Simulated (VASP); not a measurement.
Data:

```xyz
6
Lattice="4.7027 0.0000 0.0000 -2.3514 4.0727 0.0000 0.0000 0.0000 10.4003" Properties=species:S:1:pos:R:3 pbc="T T T"
Hg     1.6435     2.8467     0.0000
Hg     1.4157     0.0000     6.9336
Hg    -0.7078     1.2260     3.4668
Te     1.1935     2.0673     5.2002
Te     2.3156     0.0000     1.7334
Te    -1.1578     2.0054     8.6669
```

Computed with r2SCAN meta-GGA, VASP's PBE PAW potentials (set 64) (plane waves; VASP 6.6.1). Numerical set-up: 400 eV cut-off, 6×6×3 Γ-centred mesh, tetrahedra with Blöchl corrections, potentials Hg Te.

Unless said otherwise, spin-orbit coupling is left out, though it shifts the bands of the heavy elements here.

Question: Give the energies of bands 18 to 31 at the high-symmetry points, in eV from the valence-band maximum.

Answer: 
```csv
band,Γ,M,K,A,L,H
18,-6.67,-6.21,-6.33,-6.67,-6.51,-6.55
19,-4.46,-4.96,-4.57,-4.90,-5.11,-4.77
20,-4.46,-4.84,-4.56,-3.11,-4.57,-4.51
21,-1.77,-3.57,-4.56,-3.11,-3.90,-4.51
22,-1.64,-3.32,-3.30,-1.34,-2.86,-2.58
23,-1.27,-2.31,-2.64,-1.26,-2.22,-2.58
24,-1.27,-1.98,-2.64,-1.26,-2.02,-2.13
25,-0.16,-1.25,-1.26,-0.26,-1.90,-2.13
26,-0.16,-1.00,-0.91,-0.26,-0.97,-2.00
27,-0.16,-0.82,-0.91,0.00,-0.69,-0.87
28,1.01,1.10,1.35,1.85,1.40,2.04
29,2.56,2.02,1.90,1.85,1.93,2.56
30,2.56,2.12,1.90,2.54,2.72,2.56
31,3.44,2.93,5.20,2.96,2.98,4.35
```

The gap is indirect, 1.01 eV, from the valence maximum at A to the conduction minimum at Γ.

The structure comes from a computed database's HgTe entry (P3_221); how it stands against other phases isn't given here. It was relaxed first.
